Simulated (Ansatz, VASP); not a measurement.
Al3NiPt2: VASP beside Ansatz

```
Al Ni Pt
1.0
     3.01793    0.00000    0.00000
     0.00000    3.01793    0.00000
     0.00000    0.00000    9.15172
Al Ni Pt
3 1 2
Direct
  0.00000 0.00000 0.15053
  0.00000 0.00000 0.50000
  0.00000 0.00000 0.84947
  0.50000 0.50000 0.00000
  0.50000 0.50000 0.32516
  0.50000 0.50000 0.67484
```

The cell was built by a generator and needn't be a form met in nature.

Alike in both runs: task single point; functional PBE; k mesh 12 × 12 × 4; occupations gaussian, width 0.1 eV; no spin polarisation.

|  | VASP | Ansatz |
| --- | --- | --- |
| version | VASP 6.6.1 | Ansatz 0.2.0 |
| potentials or method | VASP PAW PBE potentials, release 64 (Al, Ni, Pt) | scalar-relativistic, plane waves, PAW |
| plane-wave cutoff (eV) | 520 | 420 |
| valence electrons in the cell | 39 | 63 |

VASP gave:

```
gap on the k mesh at the Fermi level (eV)       : none
pressure (GPa)                                  : -0.1
largest component of the traceless stress (GPa) : 0.05
```

Task: Which values does Ansatz return?

Result: gap on the k mesh at the Fermi level (eV): none; pressure (GPa): 0.0; largest component of the traceless stress (GPa): 0.04.

A gap of «none» marks a metal or a gap that the smearing closes. With one functional, cell and mesh, what is left measures potentials, basis and numerics. The two sets of potentials don't hold the same shells in valence.

Spin-orbit coupling is left out, which matters for the levels of Pt. Spin polarisation is off, so any magnetic state and its effect on volume and gap are missing.
